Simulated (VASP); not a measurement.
Input:

```xyz
6
Lattice="5.6862 0.0000 0.0000 -2.8431 4.9244 0.0000 0.0000 0.0000 4.1639" Properties=species:S:1:pos:R:3 pbc="T T T"
Eu     0.0000     0.0000     0.0000
Al     2.8431     1.6415     0.0000
Al     0.0000     3.2829     0.0000
Ag     1.4215     2.4622     2.0820
Ag    -1.4215     2.4622     2.0820
Ag     2.8431     0.0000     2.0820
```

Computed with PBEsol GGA, VASP's PBE PAW potentials (set 64) (plane waves; VASP 6.6.1). Settings: 400 eV cut-off, Gaussian smearing of 0.050 eV, potentials Eu_2 Al Ag.

The 4f electrons are frozen in the core of the lanthanide potential, so 4f levels, which can set the real gap, and their magnetism are missing.

Q: What does the run give for the band gap (along the path) with the smallest direct gap where there is one?

A: 
```
Property                                                     Result
-------------------------  ----------------------------------------
band gap (along the path)  none (metal, semimetal or under 0.01 eV)
```

The absolute energy has meaning only against runs of the same code, potentials and settings.

The structure comes from a computed database's EuAl2Ag3 entry (P6/mmm); how it stands against other phases isn't given here. It was relaxed first, which changed the volume by -8 %. The electron count is odd and the run is not spin-polarised, which forces a metal.
